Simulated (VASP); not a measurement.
Set up this calculation in VASP 6.6.1, as the native input.

```
Task                   : single point
Functional             : r2SCAN
Potentials or basis    : VASP PAW PBE potentials, release 64 (Ga_d, N)
Cutoff                 : 520 eV
k mesh                 : 10 × 10 × 10
Occupations            : gaussian, width 0.02 eV
Spin                   : no spin polarisation
Dipole correction      : no
Further INCAR settings : ALGO = Normal; EDIFF = 1e-06; NBANDS = 16
```

Crystal: GaN.

```
CELL_PARAMETERS angstrom
0.00000 2.24909 2.24909
2.24909 0.00000 2.24909
2.24909 2.24909 0.00000
ATOMIC_POSITIONS crystal
Ga 0.00000 0.00000 0.00000
N 0.25000 0.25000 0.25000
```

The cell was built by a generator and needn't be a form met in nature.

These files were run (other wordings do the same):

POSCAR

```
GaN
1.0
    0.0000000000      2.2490927266      2.2490927266
    2.2490927266      0.0000000000      2.2490927266
    2.2490927266      2.2490927266      0.0000000000
Ga N
1 1
Direct
    0.0000000000      0.0000000000      0.0000000000
    0.2500000000      0.2500000000      0.2500000000
```

INCAR.step1

```
PREC     = Accurate       # precision mode
ENCUT    = 520            # plane-wave cutoff, eV
ISMEAR   = 0              # smearing method
SIGMA    = 0.02           # smearing width, eV
LREAL    = F              # projectors in reciprocal space
LASPH    = T              # aspherical terms in the spheres
NELM     = 100            # most SCF steps
NBANDS   = 16             # bands
GGA      = PE             # functional
ALGO     = Normal         # electronic algorithm
EDIFF    = 1E-4           # SCF threshold, eV
LWAVE    = T              # write WAVECAR
LCHARG   = F              # write CHGCAR
```

INCAR.step2

```
PREC     = Accurate       # precision mode
ENCUT    = 520            # plane-wave cutoff, eV
EDIFF    = 1E-6           # SCF threshold, eV
ISMEAR   = 0              # smearing method
SIGMA    = 0.02           # smearing width, eV
LREAL    = F              # projectors in reciprocal space
LASPH    = T              # aspherical terms in the spheres
NELM     = 100            # most SCF steps
ALGO     = Normal         # electronic algorithm
ISIF     = 2              # what is computed and relaxed
LWAVE    = F              # write WAVECAR
LCHARG   = F              # write CHGCAR
METAGGA  = R2SCAN         # meta-GGA
LMIXTAU  = T            
NBANDS   = 16             # bands
ISTART   = 1
```

KPOINTS

```
regular mesh
0
Gamma
  10 10 10
```

Potentials or basis: VASP PAW PBE potentials, release 64 (Ga_d, N).

The run is started by

```sh
$ cat potpaw_PBE.64/Ga_d/POTCAR potpaw_PBE.64/N/POTCAR > POTCAR
$ cp INCAR.step1 INCAR
$ mpirun -np 1 vasp_std > vasp.out
$ cp INCAR.step2 INCAR
$ mpirun -np 1 vasp_std > vasp.out
```

It gave:

- Pressure: 1.0 GPa
- Band gap on the k mesh: 2.16 eV, direct

Caveat: the PAW data sets were made with another functional, which shifts forces and pressure a little.

Wall time 23 s on 1 thread of Intel(R) Xeon(R) 6975P-C (Granite Rapids), with other jobs on the host, peak memory 0.15 GiB.
